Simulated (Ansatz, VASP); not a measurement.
# Ni (Ni wire along [100], 4 atoms a period): VASP beside Ansatz, part 2 of 2

Wanted: the spread between two codes on one cell, functional and k mesh. Of the first pair: The structure shown is the start of the Ansatz relaxation below; VASP solves that cell, so the two are compared at the walk's first step.

VASP 6.6.1 and Ansatz 0.2.0.

So far: The starting structure; Ansatz: relaxation, PBE.

## Step 3: VASP: single point, PBE, start cell, pair 1

Level of this step: PBE, spin-polarised from a ferromagnetic start; plane waves and PAW (Ni) (VASP).

The same cell, functional, mesh and smearing now go to VASP, with its own data sets.

Lines of VASP's logs that name or quote its potential files are left out, and so is its time.

The input, INCAR:

```
SYSTEM = Ni
PREC = Accurate
ENCUT = 520
EDIFF = 1E-06
NELM = 200
ISMEAR = -1
SIGMA = 0.05
LREAL = .FALSE.
ALGO = Normal
GGA = PE
NBANDS = 30
ISPIN = 2
MAGMOM = 0.83 0.83 0.83 0.83
LASPH = .TRUE.
LMAXMIX = 4
LORBIT = 11
LWAVE = .FALSE.
LCHARG = .FALSE.
ISIF = 2
GGA_COMPAT = .FALSE.
KPAR = 2
```

The input, POSCAR:

```
Ni
1.0
    8.5600000000      0.0000000000      0.0000000000
    0.0000000000      8.5600000000      0.0000000000
    0.0000000000      0.0000000000      3.5200000000
Ni
4
Direct
    0.3971962617      0.3971962617      0.0000000000
    0.6028037383      0.6028037383      0.0000000000
    0.3971962617      0.6028037383      0.5000000000
    0.6028037383      0.3971962617      0.5000000000
```

The input, KPOINTS:

```
Automatic mesh
0
Gamma
1 1 23
0 0 0
```

PAW data sets: Ni (PBE family, release 64).

Run with:

```bash
mpirun -np 2 vasp_std
```

Numbers of over 12 decimals in the logs are rounded to 6 here.

The program printed:

```text
[banner, memory and clock lines left out]
running    2 mpi-ranks, on    1 nodes
 distrk:  each k-point on    1 cores,    2 groups
 distr:  one band on    1 cores,    1 groups

 POSCAR found type information on POSCAR Ni
 POSCAR found :  1 types and       4 ions
 LDA part: xc-table for (Slater+PW92), standard interpolation
 POSCAR, INCAR and KPOINTS ok, starting setup
 FFT: planning ... GRIDC
 FFT: planning ... GRID_SOFT
 FFT: planning ... GRID
 WAVECAR not read
 entering main loop
       N       E                     dE             d eps       ncg     rms          rms(c)
DAV:   1     0.219105529514E+03    0.21911E+03   -0.15027E+04  1440   0.113E+03
DAV:   2    -0.774223076674E+01   -0.22685E+03   -0.21361E+03  1446   0.258E+02
DAV:   3    -0.165926619566E+02   -0.88504E+01   -0.86302E+01  1626   0.701E+01
DAV:   4    -0.167082177971E+02   -0.11556E+00   -0.11542E+00  1656   0.889E+00
DAV:   5    -0.167106830974E+02   -0.24653E-02   -0.24652E-02  2174   0.877E-01    0.123E+01
DAV:   6    -0.163773867286E+02    0.33330E+00   -0.20539E+01  1536   0.536E+01    0.139E+01
DAV:   7    -0.146762689234E+02    0.17011E+01   -0.61468E+00  1558   0.272E+01    0.278E+00
DAV:   8    -0.146134815647E+02    0.62787E-01   -0.38571E-01  1552   0.372E+00    0.205E+00
DAV:   9    -0.145963809147E+02    0.17101E-01   -0.81766E-02  1522   0.278E+00    0.804E-01
DAV:  10    -0.145924523493E+02    0.39286E-02   -0.23293E-02  1598   0.150E+00    0.378E-01
DAV:  11    -0.145943798288E+02   -0.19275E-02   -0.55431E-03  1452   0.623E-01    0.128E-01
DAV:  12    -0.145952525807E+02   -0.87275E-03   -0.13661E-03  1482   0.313E-01    0.118E-01
DAV:  13    -0.145961012163E+02   -0.84864E-03   -0.46227E-04  1552   0.196E-01    0.630E-02
DAV:  14    -0.145969798876E+02   -0.87867E-03   -0.22994E-04  1614   0.124E-01    0.392E-02
DAV:  15    -0.145972621810E+02   -0.28229E-03   -0.93812E-05  1464   0.964E-02    0.231E-02
DAV:  16    -0.145973174389E+02   -0.55258E-04   -0.40176E-05  1484   0.505E-02    0.120E-02
DAV:  17    -0.145973405866E+02   -0.23148E-04   -0.46351E-06  1478   0.233E-02    0.834E-03
DAV:  18    -0.145973637993E+02   -0.23213E-04   -0.23200E-06  1328   0.111E-02    0.420E-03
DAV:  19    -0.145973844766E+02   -0.20677E-04   -0.21451E-06  1330   0.830E-03    0.269E-03
DAV:  20    -0.145973892506E+02   -0.47740E-05   -0.79693E-07  1186   0.502E-03    0.137E-03
DAV:  21    -0.145973896534E+02   -0.40289E-06   -0.11678E-07  1030   0.261E-03
   1 F= -.14597390E+02 E0= -.14545603E+02  d E =-.103573E+00  mag=     3.6669
```

Parts of OUTCAR (step 3):

```text
ion  position               nearest neighbor table
   1  0.397  0.397  0.000-   2 2.49   3 2.49   4 2.49   3 2.49   4 2.49
   2  0.603  0.603  0.000-   1 2.49   3 2.49   4 2.49   3 2.49   4 2.49
   3  0.397  0.603  0.500-   4 2.49   2 2.49   1 2.49   1 2.49   2 2.49
   4  0.603  0.397  0.500-   3 2.49   2 2.49   1 2.49   1 2.49   2 2.49

  LATTYP: Found a simple tetragonal cell.
 ALAT       =     8.5600000000
 C/A-ratio  =     0.4112149533

 Subroutine GETGRP returns: Found 16 space group operations
 (whereof  8 operations were pure point group operations)

The static configuration has the point symmetry D_2h.
 The point group associated with its full space group is D_4h.

 Found     12 irreducible k-points:

   k-points           NKPTS =     12   k-points in BZ     NKDIM =     12   number of bands    NBANDS=     30

   dimension x,y,z NGX =    64 NGY =   64 NGZ =   28
   dimension x,y,z NGXF=   128 NGYF=  128 NGZF=   56

   ENCUT  =  520.0 eV  38.22 Ry    6.18 a.u.  15.92 15.92  6.54*2*pi/ulx,y,z

   NELECT =      40.0000    total number of electrons

 k-points in reciprocal lattice and weights: Automatic mesh
   0.00000000  0.00000000  0.00000000       0.043
   0.00000000  0.00000000  0.04347826       0.087
   0.00000000  0.00000000  0.08695652       0.087
   0.00000000  0.00000000  0.13043478       0.087
   0.00000000  0.00000000  0.17391304       0.087
   0.00000000  0.00000000  0.21739130       0.087
   0.00000000  0.00000000  0.26086957       0.087
   0.00000000  0.00000000  0.30434783       0.087
   0.00000000  0.00000000  0.34782609       0.087
   0.00000000  0.00000000  0.39130435       0.087
   0.00000000  0.00000000  0.43478261       0.087
   0.00000000  0.00000000  0.47826087       0.087

 average (electrostatic) potential at core
       1 -92.6572       2 -92.6572       3 -92.6572       4 -92.6572

 E-fermi :  -1.7740

 spin component 1
 k-point     1 :       0.0000    0.0000    0.0000
  band No.  band energies     occupation
    ...
     19      -2.6416      1.00000
     20      -2.5470      1.00000
     21      -2.1978      0.99979
     22      -2.1845      0.99973
     23      -2.1845      0.99973
     24       0.0791      0.00000
     25       0.5555      0.00000
     26       0.7948      0.00000
     27       3.0448      0.00000
     28       3.0448      0.00000
    ...

 k-point     2 :       0.0000    0.0000    0.0435
  band No.  band energies     occupation
    ...
     19      -2.6282      1.00000
     20      -2.5477      1.00000
     21      -2.2177      0.99986
     22      -2.1640      0.99959
     23      -2.1640      0.99959
     24       0.1052      0.00000
     25       0.5917      0.00000
     26       0.8126      0.00000
     27       3.0652      0.00000
     28       3.0652      0.00000
    ...

 k-point     3 :       0.0000    0.0000    0.0870
  band No.  band energies     occupation
    ...
     19      -2.6137      1.00000
     20      -2.5495      1.00000
     21      -2.2735      0.99995
     22      -2.1018      0.99858
     23      -2.1018      0.99858
     24       0.1827      0.00000
     25       0.6974      0.00000
     26       0.8661      0.00000
     27       3.1254      0.00000
     28       3.1254      0.00000
    ...

 k-point     4 :       0.0000    0.0000    0.1304
  band No.  band energies     occupation
    ...
     19      -2.6075      1.00000
     20      -2.5518      1.00000
     21      -2.3553      0.99999
     22      -1.9968      0.98851
     23      -1.9968      0.98851
     24       0.3091      0.00000
     25       0.8653      0.00000
     26       0.9553      0.00000
     27       3.2222      0.00000
     28       3.2222      0.00000
    ...

 k-point     5 :       0.0000    0.0000    0.1739
  band No.  band energies     occupation
    ...
     19      -2.6104      1.00000
     20      -2.5538      1.00000
     21      -2.4497      1.00000
     22      -1.8473      0.81248
     23      -1.8473      0.81248
     24       0.4810      0.00000
     25       1.0799      0.00000
     26       1.0871      0.00000
     27       2.6511      0.00000
     28       3.3471      0.00000
    ...

 k-point     6 :       0.0000    0.0000    0.2174
  band No.  band energies     occupation
    ...
     17      -2.7053      1.00000
     18      -2.6229      1.00000
     19      -2.6229      1.00000
     20      -2.5541      1.00000
     21      -2.5424      1.00000
     22      -1.6527      0.08118
     23      -1.6527      0.08118
     24       0.6948      0.00000
     25       1.2364      0.00000
     26       1.3558      0.00000
    ...

  Total       -3.7365450     -3.7365450     -6.7497625      0.0000000      0.0000000      0.0000000
  in kB      -23.2108268    -23.2108268    -41.9284574      0.0000000      0.0000000      0.0000000
  external PRESSURE =     -29.4500370 kB  Pullay stress =       0.0000000 kB

  energy-cutoff  :      520.00
  volume of cell :      257.92
      direct lattice vectors                 reciprocal lattice vectors
     8.560000000  0.000000000  0.000000000     0.116822430  0.000000000  0.000000000
     0.000000000  8.560000000  0.000000000     0.000000000  0.116822430  0.000000000
     0.000000000  0.000000000  3.520000000     0.000000000  0.000000000  0.284090909

 POSITION                                       TOTAL-FORCE (eV/Angst)
 -----------------------------------------------------------------------------------
      3.40000      3.40000      0.00000         1.099972      1.099972     -0.000000
      5.16000      5.16000      0.00000        -1.099972     -1.099972      0.000000
      3.40000      5.16000      1.76000         1.099972     -1.099972      0.000000
      5.16000      3.40000      1.76000        -1.099972      1.099972      0.000000
 -----------------------------------------------------------------------------------
    total drift:                                0.000000     -0.000000      0.000000

  FREE ENERGIE OF THE ION-ELECTRON SYSTEM (eV)
  ---------------------------------------------------
  free  energy   TOTEN  =       -14.5973896534 eV

  energy  without entropy=      -14.4938164731  energy(sigma->0) =      -14.54560306

 total charge
# of ion       s       p       d       tot
------------------------------------------
    1        0.435   0.210   8.332   8.977
    2        0.435   0.210   8.332   8.977
    3        0.435   0.210   8.332   8.977
    4        0.435   0.210   8.332   8.977
--------------------------------------------------
tot          1.740   0.840  33.327  35.907

 magnetization (x)
# of ion       s       p       d       tot
------------------------------------------
    1        0.015   0.000   0.844   0.859
    2        0.015   0.000   0.844   0.859
    3        0.015   0.000   0.844   0.859
    4        0.015   0.000   0.844   0.859
--------------------------------------------------
tot          0.059   0.001   3.376   3.436

[... 6 further parts left out ...]
```

The magnetic state follows from one typed start and may not be the lowest.

## Step 4: Side by side

Known differences besides the potentials themselves: VASP starts from the moments at which Ansatz ended; the data sets hold 72 valence electrons in Ansatz (on its PAW soft_1 files) and 40 in VASP; the cutoff is 420 eV in Ansatz and 520 eV in VASP. Total energies have different zeros and are not compared.

Forces (eV/Å; atoms numbered as in POSCAR):

| atom | Ansatz x, y, z | VASP x, y, z |
| --- | --- | --- |
| Ni1 | 1.112, 1.112, 0.000 | 1.100, 1.100, 0.000 |
| Ni2 | -1.112, -1.112, 0.000 | -1.100, -1.100, 0.000 |
| Ni3 | 1.112, -1.112, 0.000 | 1.100, -1.100, 0.000 |
| Ni4 | -1.112, 1.112, 0.000 | -1.100, 1.100, 0.000 |

The forces differ by 9.9 meV/Å r.m.s., which is 1.1 % of the r.m.s. force of 0.898 eV/Å (both taken over all components). Moments aren't recorded for both runs of this pair, so they may hold unlike magnetic states.

## Step 5: Ansatz: relaxation, PBE

This run makes the geometry at which the two programs are then compared. The cell compared in this pair holds 173.80 Å³, against 257.92 Å³ for the pair before.

The structure compared here is the end of the Ansatz relaxation.

The input, input.yaml:

```yaml
crystal:
  lattice:
    - [8.56, 0.0, 0.0]
    - [0.0, 8.56, 0.0]
    - [0.0, 0.0, 3.52]
  atoms:
    - { symbol: Ni, position: [0.397196262, 0.397196262, 0.0], spin: 0.8 }
    - { symbol: Ni, position: [0.602803738, 0.602803738, 0.0], spin: 0.8 }
    - { symbol: Ni, position: [0.397196262, 0.602803738, 0.5], spin: 0.8 }
    - { symbol: Ni, position: [0.602803738, 0.397196262, 0.5], spin: 0.8 }
magnetization:
  spin_polarized: true
kpoints:
  mp_grid: { grid: [1, 1, 23] }
scf:
  occupations: { method: fermi_dirac, width: 0.05 }
hamiltonian:
  xc: pbe
  pseudopotentials: { kind: paw, azcp: { folder: soft_1 } }
relax:
  cell: { fix: [a, b, alpha, beta, gamma] }
  max_steps: 45
  f_tol: 0.03
```

Run with:

```bash
ansatz run input.yaml --threads 4 --pin off --max-ram 16384MiB --backend cpu --events-out ev --progress --plain --runs-dir out
```

The program printed:

```text
[...]
Crystal: 4 atoms, lattice volume = 257.923 Å³
Basis set: ecut = 420 eV, 5035 PW (Γ), exchange–correlation on 120×120×48 points (8 copies of the dense FFT grid, shifted against one another)
Bands: 46, of which v1, the nominal top of the filled ones, is band 36 counted from 1 (35 counted from 0)
Symmetry: 16 space group operations
[...]
cell:  # Å, volume = 173.8041 Å³
    - [8.56, 0.0, 0.0]
    - [0.0, 8.56, 0.0]
    - [0.0, 0.0, 2.371989]
  atoms:
    - { symbol: Ni, position: [0.380547, 0.380547, 0.0] }
    - { symbol: Ni, position: [0.619453, 0.619453, 0.0] }
    - { symbol: Ni, position: [0.380547, 0.619453, 0.500000] }
    - { symbol: Ni, position: [0.619453, 0.380547, 0.500000] }
[key lines of the parts left out:]
SCF converged after 10 iterations
Magnetization: 3.2199 μB (37.6100 up, 34.3900 down)
Free energy (F): -23353.577964 eV
Fermi energy:    1.154696 eV
P = ⅓ Tr σ = 0.0896 GPa (0.896 kbar)
```

## Step 6: VASP: single point, PBE, relaxed cell, pair 2

The same cell, functional, mesh and smearing now go to VASP, with its own data sets.

Edit INCAR of step 3 so:

```diff
@@ -2,3 +2,3 @@
 PREC = Accurate
-ENCUT = 520
+ENCUT = 600
 EDIFF = 1E-06
```

The input, POSCAR:

```
Ni
1.0
    8.5600000000      0.0000000000      0.0000000000
    0.0000000000      8.5600000000      0.0000000000
    0.0000000000      0.0000000000      2.3719886768
Ni
4
Direct
    0.3805472443      0.3805472443      0.0000000000
    0.6194527557      0.6194527557      0.0000000000
    0.3805472443      0.6194527557      0.5000000000
    0.6194527557      0.3805472443      0.5000000000
```

KPOINTS is that of step 3.

Run with:

```bash
mpirun -np 2 vasp_std
```

The program printed:

```text
[... set-up lines as in an earlier step ...]
 entering main loop
       N       E                     dE             d eps       ncg     rms          rms(c)
DAV:   1     0.257994655915E+03    0.25799E+03   -0.17746E+04  1440   0.139E+03
DAV:   2    -0.643096456190E+01   -0.26443E+03   -0.25082E+03  1440   0.289E+02
DAV:   3    -0.190511219245E+02   -0.12620E+02   -0.12248E+02  1662   0.913E+01
DAV:   4    -0.192193773422E+02   -0.16826E+00   -0.16816E+00  1650   0.113E+01
[...]
DAV:  17    -0.166120203320E+02   -0.25354E-04   -0.81146E-06  1384   0.232E-02    0.482E-03
DAV:  18    -0.166120140773E+02    0.62547E-05   -0.53665E-06  1352   0.166E-02    0.380E-03
DAV:  19    -0.166120134948E+02    0.58248E-06   -0.40172E-06  1352   0.143E-02
   1 F= -.16612013E+02 E0= -.16577115E+02  d E =-.697960E-01  mag=     3.1947
```

OUTCAR, selected parts (step 6):

```text
  Total        0.1601342      0.1601342      0.0114959      0.0000000      0.0000000      0.0000000
  in kB        1.4761641      1.4761641      0.1059727      0.0000000      0.0000000      0.0000000
  external PRESSURE =       1.0194336 kB  Pullay stress =       0.0000000 kB

 POSITION                                       TOTAL-FORCE (eV/Angst)
 -----------------------------------------------------------------------------------
      3.25748      3.25748      0.00000        -0.006959     -0.006959      0.000000
      5.30252      5.30252      0.00000         0.006959      0.006959      0.000000
      3.25748      5.30252      1.18599        -0.006959      0.006959      0.000000
      5.30252      3.25748      1.18599         0.006959     -0.006959      0.000000
 -----------------------------------------------------------------------------------
    total drift:                                0.000000      0.000000     -0.000000

  FREE ENERGIE OF THE ION-ELECTRON SYSTEM (eV)
  ---------------------------------------------------
  free  energy   TOTEN  =       -16.6120134948 eV

  energy  without entropy=      -16.5422175008  energy(sigma->0) =      -16.57711550

 magnetization (x)
# of ion       s       p       d       tot
------------------------------------------
    1       -0.003  -0.018   0.818   0.798
    2       -0.003  -0.018   0.818   0.798
    3       -0.003  -0.018   0.818   0.798
    4       -0.003  -0.018   0.818   0.798
--------------------------------------------------
tot         -0.012  -0.071   3.273   3.190

[... 1 part as in an earlier step ...]

[... 2 further parts left out ...]
[key lines of the parts left out:]
E-fermi :  -0.9841
```

## Step 7: Comparison

What differs besides the data sets and the points named for the pairs above, as far as they apply: the data sets hold 72 valence electrons in Ansatz (on its PAW soft_1 files) and 40 in VASP; the cutoff is 420 eV in Ansatz and 600 eV in VASP; Ansatz's pressure holds a Pulay correction, VASP's none; site moments are counted in spheres of each program's own size. Total energies have different zeros and are not compared.

Both answers:

| quantity | Ansatz | VASP | difference |
| --- | --- | --- | --- |
| pressure (GPa) | 0.09 | 0.10 | -0.01 |
| total moment (μB) | 3.22 | 3.19 | +0.03 |
| moment on Ni1 (μB) | 0.83 | 0.80 | +0.03 |
| moment on Ni2 (μB) | 0.83 | 0.80 | +0.03 |
| moment on Ni3 (μB) | 0.83 | 0.80 | +0.03 |
| moment on Ni4 (μB) | 0.83 | 0.80 | +0.03 |

At this near-relaxed geometry the largest component of a force difference is 8 meV/Å.

## Step 8: What came out

```yaml
r_m_s_force_difference_single_point_pbe_start_cell_pair_1: 1.1 % of the r.m.s. force
difference_in_total_moment_single_point_pbe_relaxed_cell_pair_2: 0.025 μB
r_m_s_force_difference_single_point_pbe_relaxed_cell_pair_2: 6.5 meV/Å
```

**Reading.** The r.m.s. force difference is 6.5 meV/Å (single point, PBE, relaxed cell, pair 2), within the 12 meV/Å picked in this series as the mark of a large difference. The data sets hold unlike numbers of valence electrons (72 in Ansatz and 40 in VASP), so part of the differences comes from the potentials. Such differences can come from data sets, numerical settings and the points named under the comparisons, not from the functional's error against experiment.

[Lines on the potential files, build, host, timing and source positions are cut from VASP's logs without a mark.]

[Logs are printed without paths, hosts, clocks, repeated set-up lines and the standing remarks that a program may print on its own settings, such as how far it seeks lower states.]

[Hosts, paths, dates, database ids (printed as entryN), source tags and the programs' standing remarks are cut or masked in the printed files.]
